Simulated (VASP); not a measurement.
Runs of VASP 6.6.1 on Ta2H3. The structure is trigonal, space group P-3m1 (No. 164). Conventional cell: a = 3.682 Å, b = 3.682 Å, c = 4.490 Å, α = 90.00°, β = 90.00°, γ = 120.00°. Around Ta (site symmetry 3m) lie 8 H at 2.19 to 2.30 Å. H (site symmetry -3m) has 6 Ta at 2.25 Å as nearest neighbours. H (site symmetry 3m) has 5 Ta at 2.19 to 2.30 Å as nearest neighbours. The cell was built by a generator and needn't be a form met in nature.

```tsv
task	level	potentials or basis	cell	cutoff (eV)	smearing	gap on the mesh (eV)	pressure (GPa)	largest force (eV/Å)
relaxation of cell and atoms	PBE	VASP PAW PBE potentials, release 64 (Ta_pv, H)	relaxed	600	gaussian 0.05 eV	none	0.0	-
single point	PBE	VASP PAW PBE potentials, release 64 (Ta_pv, H)	as given	520	fermi-dirac 0.05 eV	none	1.9	5.06
band structure	vdW-DF2	VASP PAW PBE potentials, release 54 (Ta, H)	as given	500	gaussian 0.01 eV	-	(a)	5.01
relaxation of the atoms	LDA	VASP PAW LDA potentials, release 64 (Ta_pv, H_h)	atoms relaxed	900	gaussian 0.1 eV	none	-22.8	0.01
relaxation of the atoms	RPBE	VASP PAW PBE potentials, release 64 (Ta_pv, H)	atoms relaxed	520	gaussian 0.05 eV	none	-15.0	-
```

Alike in all rows: no spin polarisation; k mesh 8 × 8 × 6.

Problem. Estimate the missing entries.

Solution. (a) 9.9.

Caveats: the PAW data sets were made with another functional, which shifts forces and pressure a little (some runs); forces of over 1 eV/Å show positions far from the minimum, so gaps and moduli don't describe the material at rest (some runs).

A k mesh can miss the band edges, and the runs leave out spin-orbit coupling on Ta.

A gap of «none» marks a metal or a gap under the smearing width.

Not every run made on this cell is shown here.
